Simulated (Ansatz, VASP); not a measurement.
# CoSi2 in two plane-wave programs

Wanted: the spread between two codes on one cell, functional and k mesh. The cell is taken from a series of VASP runs on this material, whose earlier steps may have relaxed, scaled or displaced it; both programs get it as it stands.

Method: plane waves, with VASP 6.6.1 beside it; relaxation of cell and atoms at PBE and relaxation of cell and atoms at PBEsol with D3(BJ), in Ansatz 0.2.0.

### 1. The starting structure

Symmetry: Fm-3m, No. 225, cubic system. The conventional cell has a = 5.358 Å, b = 5.358 Å, c = 5.358 Å, α = 90.00°, β = 90.00°, γ = 90.00°. Nearest to Co lie 8 Si at 2.32 Å. Si has 4 Co at 2.32 Å nearest. Farther neighbours are not listed.

### 2. VASP: relaxation of cell and atoms, PBE

The relaxed volume is the usual yardstick between codes: its relative difference is about their pressure difference at one cell divided by the bulk modulus.

Lines of VASP's logs that name or quote its potential files are left out, and so is its time.

INCAR reads:

```
SYSTEM = CoSi2
PREC = Accurate
ENCUT = 450
EDIFF = 1E-06
NELM = 100
ISMEAR = 0
SIGMA = 0.05
LREAL = .FALSE.
ALGO = Normal
GGA = PE
NBANDS = 16
ISPIN = 2
MAGMOM = 0 0 0
LASPH = .TRUE.
LMAXMIX = 4
LORBIT = 11
LWAVE = .FALSE.
LCHARG = .FALSE.
KPAR = 4
IBRION = 2
NSW = 50
ISIF = 3
EDIFFG = -0.006
```

POSCAR reads:

```
CoSi2
1.0
    0.0000000000      2.6792267334      2.6792267334
    2.6792267334      0.0000000000      2.6792267334
    2.6792267334      2.6792267334      0.0000000000
Co Si
1 2
Direct
    0.0000000000      0.0000000000      0.0000000000
    0.7500000000      0.7500000000      0.7500000000
    0.2500000000      0.2500000000      0.2500000000
```

KPOINTS reads:

```
Automatic mesh
0
Gamma
12 12 12
0 0 0
```

The projector-augmented-wave data sets are Co and Si (PBE family, release 64).

The run is started by

```bash
$ mpirun -np 4 vasp_std
```

Numbers of over 12 decimals in the logs are rounded to 6 here.

What it wrote:

```text
[banner, memory and clock lines left out]
running    4 mpi-ranks, on    1 nodes
 distrk:  each k-point on    1 cores,    4 groups
 distr:  one band on    1 cores,    1 groups

 POSCAR found type information on POSCAR CoSi
 POSCAR found :  2 types and       3 ions
 LDA part: xc-table for (Slater+PW92), standard interpolation
 POSCAR, INCAR and KPOINTS ok, starting setup
 FFT: planning ... GRIDC
 FFT: planning ... GRID_SOFT
 FFT: planning ... GRID
 WAVECAR not read
 entering main loop
       N       E                     dE             d eps       ncg     rms          rms(c)
DAV:   1     0.552460501979E+02    0.55246E+02   -0.61497E+03  4632   0.901E+02
DAV:   2    -0.179704213969E+02   -0.73216E+02   -0.65236E+02  5288   0.188E+02
DAV:   3    -0.206675343198E+02   -0.26971E+01   -0.26596E+01  5864   0.409E+01
DAV:   4    -0.207138701402E+02   -0.46336E-01   -0.46308E-01  5640   0.520E+00
DAV:   5    -0.207153262720E+02   -0.14561E-02   -0.14561E-02  5920   0.942E-01    0.144E+01
DAV:   6    -0.244275917376E+02   -0.37123E+01   -0.24651E+01  4912   0.103E+02    0.179E+01
DAV:   7    -0.193248087285E+02    0.51028E+01   -0.11242E+01  5816   0.805E+01    0.320E+00
DAV:   8    -0.193290862796E+02   -0.42776E-02   -0.75073E-01  5536   0.570E+00    0.193E+00
DAV:   9    -0.192961189374E+02    0.32967E-01   -0.88742E-02  5384   0.556E+00    0.496E-01
DAV:  10    -0.192963024535E+02   -0.18352E-03   -0.69914E-03  6360   0.133E+00    0.152E-01
DAV:  11    -0.192960684200E+02    0.23403E-03   -0.94695E-04  5968   0.575E-01    0.337E-02
DAV:  12    -0.192960993206E+02   -0.30901E-04   -0.86030E-05  5136   0.642E-02    0.177E-02
DAV:  13    -0.192960979054E+02    0.14152E-05   -0.68178E-06  6008   0.380E-02    0.888E-03
DAV:  14    -0.192960980554E+02   -0.14998E-06   -0.59880E-07  3016   0.807E-03
   1 F= -.19296098E+02 E0= -.19295364E+02  d E =-.192961E+02  mag=     0.0000
 curvature:   0.00 expect dE= 0.000E+00 dE for cont linesearch  0.000E+00
 trial: gam= 0.00000 g(F)=  0.591E-45 g(S)=  0.371E-04 ort = 0.000E+00 (trialstep = 0.100E+01)
 search vector abs. value=  0.371E-04
 bond charge predicted
       N       E                     dE             d eps       ncg     rms          rms(c)
DAV:   1    -0.192964548258E+02   -0.35692E-03   -0.32421E-03  4792   0.981E-01    0.181E-01
DAV:   2    -0.192976655225E+02   -0.12107E-02   -0.75629E-03  5544   0.180E+00    0.327E-01
DAV:   3    -0.192960959025E+02    0.15696E-02   -0.38790E-03  5440   0.131E+00    0.312E-02
DAV:   4    -0.192960876043E+02    0.82982E-05   -0.68439E-05  4872   0.598E-02    0.990E-03
DAV:   5    -0.192960865326E+02    0.10717E-05   -0.29032E-06  5168   0.281E-02    0.303E-03
DAV:   6    -0.192960864938E+02    0.38784E-07   -0.26467E-07  2520   0.408E-03
   2 F= -.19296086E+02 E0= -.19295354E+02  d E =0.115616E-04  mag=     0.0000
 trial-energy change:    0.000012  1 .order    0.000005   -0.000037    0.000048
 step:   0.3384(harm=  0.4372)  dis= 0.00000  next Energy=   -19.296104 (dE=-0.603E-05)
 bond charge predicted
       N       E                     dE             d eps       ncg     rms          rms(c)
DAV:   1    -0.192962667757E+02   -0.18024E-03   -0.14363E-03  4744   0.653E-01    0.119E-01
DAV:   2    -0.192967887512E+02   -0.52198E-03   -0.32823E-03  5552   0.119E+00    0.216E-01
DAV:   3    -0.192961076951E+02    0.68106E-03   -0.16773E-03  5424   0.856E-01    0.212E-02
DAV:   4    -0.192961032398E+02    0.44553E-05   -0.29214E-05  4816   0.410E-02    0.625E-03
DAV:   5    -0.192961029617E+02    0.27811E-06   -0.10188E-06  3296   0.174E-02
   3 F= -.19296103E+02 E0= -.19295370E+02  d E =-.490629E-05  mag=     0.0000
 curvature:  -0.21 expect dE=-0.315E-06 dE for cont linesearch -0.315E-06
 trial: gam= 0.00000 g(F)=  0.124E-45 g(S)=  0.149E-05 ort =-0.742E-05 (trialstep = 0.868E+00)
 search vector abs. value=  0.149E-05
 reached required accuracy - stopping structural energy minimisation
```

Parts of OUTCAR (step 2):

```text
ion  position               nearest neighbor table
   1  0.000  0.000  0.000-   2 2.32   2 2.32   2 2.32   2 2.32   3 2.32   3 2.32   3 2.32   3 2.32

  LATTYP: Found a face centered cubic cell.
 ALAT       =     5.3584534668

 Subroutine GETGRP returns: Found 48 space group operations
 (whereof 48 operations were pure point group operations)

The static configuration has the point symmetry O_h .

 Found     72 irreducible k-points:

   k-points           NKPTS =     72   k-points in BZ     NKDIM =     72   number of bands    NBANDS=     16

   dimension x,y,z NGX =    28 NGY =   28 NGZ =   28
   dimension x,y,z NGXF=    56 NGYF=   56 NGZF=   56

   ENCUT  =  450.0 eV  33.07 Ry    5.75 a.u.   6.55  6.55  6.55*2*pi/ulx,y,z

   NELECT =      17.0000    total number of electrons

 k-points in reciprocal lattice and weights: Automatic mesh
   0.00000000  0.00000000  0.00000000       0.001
   0.08333333  0.00000000  0.00000000       0.005
   0.16666667  0.00000000  0.00000000       0.005
   0.25000000  0.00000000  0.00000000       0.005
   0.33333333  0.00000000  0.00000000       0.005
   0.41666667  0.00000000  0.00000000       0.005
   0.50000000  0.00000000  0.00000000       0.002
   0.08333333  0.08333333  0.00000000       0.003
   0.16666667  0.08333333  0.00000000       0.014
[...]
-0.33333333  0.50000000  0.16666667       0.007
  -0.25000000  0.50000000  0.25000000       0.003

 average (electrostatic) potential at core
       1 -78.2756       2 -79.4623       3 -79.4623

 E-fermi :  10.0629

 spin component 1
 k-point     1 :       0.0000    0.0000    0.0000
  band No.  band energies     occupation
    ...
      2       6.0066      1.00000
      3       6.0066      1.00000
      4       6.0066      1.00000
      5       8.1751      1.00000
      6       8.1751      1.00000
      7      10.8276      0.00000
      8      13.4839      0.00000
      9      13.4839      0.00000
     10      13.4839      0.00000
     11      13.5298      0.00000
    ...

 k-point     2 :       0.0833    0.0000    0.0000
  band No.  band energies     occupation
    ...
      2       5.7435      1.00000
      3       6.0443      1.00000
      4       6.0443      1.00000
      5       8.1434      1.00000
      6       8.1434      1.00000
      7      10.9097      0.00000
      8      12.0925      0.00000
      9      12.7565      0.00000
     10      12.7565      0.00000
     11      14.2780      0.00000
    ...

 k-point     3 :       0.1667    0.0000    0.0000
  band No.  band energies     occupation
    ...
      2       5.0447      1.00000
      3       6.1478      1.00000
      4       6.1478      1.00000
      5       8.0739      1.00000
      6       8.0739      1.00000
      7      10.2490      0.00000
      8      11.8671      0.00000
      9      12.0244      0.00000
     10      12.0244      0.00000
     11      14.4033      0.00000
    ...

 k-point     4 :       0.2500    0.0000    0.0000
  band No.  band energies     occupation
    ...
      3       6.2867      1.00000
      4       6.2867      1.00000
      5       8.0334      1.00000
      6       8.0334      1.00000
      7       9.2220      1.00000
      8      11.2747      0.00000
      9      11.2747      0.00000
     10      12.3378      0.00000
     11      13.9838      0.00000
     12      13.9838      0.00000
    ...

 k-point     5 :       0.3333    0.0000    0.0000
  band No.  band energies     occupation
    ...
      3       6.4109      1.00000
      4       6.4109      1.00000
      5       8.1013      1.00000
      6       8.1013      1.00000
      7       8.4782      1.00000
      8      10.5378      0.00000
      9      10.5378      0.00000
     10      12.6732      0.00000
     11      13.6892      0.00000
     12      13.6892      0.00000
    ...

 k-point     6 :       0.4167    0.0000    0.0000
  band No.  band energies     occupation
    ...
      5       8.0492      1.00000
      6       8.3007      1.00000
      7       8.3007      1.00000
      8       9.9065      1.00000
      9       9.9065      1.00000
     10      12.7689      0.00000
     11      13.5326      0.00000
     12      13.5326      0.00000
     13      14.4027      0.00000
     14      19.4879      0.00000
    ...

  Total        0.0055488      0.0055488      0.0055488      0.0000000     -0.0000000      0.0000000
  in kB        0.2312316      0.2312316      0.2312316      0.0000000     -0.0000000      0.0000000
  external PRESSURE =       0.2312316 kB  Pullay stress =       0.0000000 kB

  energy-cutoff  :      450.00
  volume of cell :       38.45
      direct lattice vectors                 reciprocal lattice vectors
    -0.000000000  2.678822616  2.678822616    -0.186649163  0.186649163  0.186649163
     2.678822616  0.000000000  2.678822616     0.186649163 -0.186649163  0.186649163
     2.678822616  2.678822616  0.000000000     0.186649163  0.186649163 -0.186649163

 POSITION                                       TOTAL-FORCE (eV/Angst)
 -----------------------------------------------------------------------------------
      0.00000      0.00000      0.00000        -0.000000     -0.000000     -0.000000
      4.01823      4.01823      4.01823        -0.000000      0.000000      0.000000
      1.33941      1.33941      1.33941         0.000000     -0.000000     -0.000000
 -----------------------------------------------------------------------------------
    total drift:                               -0.000000     -0.000000      0.000000

  FREE ENERGIE OF THE ION-ELECTRON SYSTEM (eV)
  ---------------------------------------------------
  free  energy   TOTEN  =       -19.2961029617 eV

  energy  without entropy=      -19.2946367244  energy(sigma->0) =      -19.29536984

 reached required accuracy - stopping structural energy minimisation

 total charge
# of ion       s       p       d       tot
------------------------------------------
    1        0.541   0.718   7.593   8.852
    2        0.717   0.872   0.000   1.589
    3        0.717   0.872   0.000   1.589
--------------------------------------------------
tot          1.975   2.463   7.593  12.031

 magnetization (x)
# of ion       s       p       d       tot
------------------------------------------
    1       -0.000  -0.000   0.000   0.000
    2        0.000   0.000   0.000   0.000
    3        0.000   0.000   0.000   0.000
--------------------------------------------------
tot          0.000   0.000   0.000   0.000

[... 1 further part left out ...]
```

CONTCAR:

```
CoSi2
   1.00000000000000
    -0.0000000000000000    2.6788226155195245    2.6788226155195245
     2.6788226155195245    0.0000000000000000    2.6788226155195245
     2.6788226155195245    2.6788226155195245    0.0000000000000000
  Co              Si
     1     2
Direct
     0.0000000000000000    0.0000000000000000    0.0000000000000000
     0.7500000000000000    0.7500000000000000    0.7500000000000000
     0.2500000000000000    0.2500000000000000    0.2500000000000000
```

This run allows spin, but its moments start at zero, where symmetry between the spins tends to hold them, although Co can carry a moment. Its electron count is odd, so without a moment it is a metal by construction.

[end of part 1 of 2]

[Lines on the potential files, build, host, timing and source positions are cut from VASP's logs without a mark.]

[Logs are printed without paths, hosts, clocks, repeated set-up lines and the standing remarks that a program may print on its own settings, such as how far it seeks lower states.]

[Hosts, paths, dates, database ids (printed as entryN), source tags and the programs' standing remarks are cut or masked in the printed files.]
